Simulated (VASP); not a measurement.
Runs of VASP 6.6.1 on Ir. It takes space group Fm-3m (No. 225, cubic). Conventional cell: a = 3.831 Å, b = 3.831 Å, c = 3.831 Å, α = 90.00°, β = 90.00°, γ = 90.00°. Around Ir (site symmetry m-3m) lie 12 Ir at 2.71 Å. 

```tsv
level	potentials or basis	k mesh	cutoff (eV)	gap on the mesh (eV)	pressure (GPa)	relaxed volume (Å³/atom)
PBEsol	VASP PAW PBE potentials, release 64 (Ir)	16 × 16 × 16	600	none	0.0	(b)
PBE	VASP PAW PBE potentials, release 64 (Ir)	8 × 8 × 8	300	none	-0.1	14.53
PBE	VASP PAW PBE potentials, release 64 (Ir)	16 × 16 × 16	600	none	-0.1	14.53
LDA	VASP PAW LDA potentials, release 64 (Ir)	16 × 16 × 16	600	none	-0.1	13.94
PBE+D3(BJ)	VASP PAW PBE potentials, release 64 (Ir)	16 × 16 × 16	600	none	0.0	14.20
AM05	VASP PAW PBE potentials, release 64 (Ir)	16 × 16 × 16	600	none	0.0	(a)
r2SCAN	VASP PAW PBE potentials, release 64 (Ir)	16 × 16 × 16	600	none	0.0	14.31
```

Alike in all rows: task relaxation of cell and atoms; no spin polarisation; cell relaxed; smearing methfessel-paxton 0.1 eV.

Question: Estimate the missing entries.

Answer: (a) 13.99; (b) 14.10.

Caveats: the PAW data sets were made with another functional, which shifts forces and pressure a little (some runs); pairwise dispersion overbinds metals, which lowers pressure and volume (some runs).

A k mesh can miss the band edges, and the runs leave out spin-orbit coupling on Ir.

A gap of «none» marks a metal or a gap under the smearing width.

Not every run made on this cell is shown here.
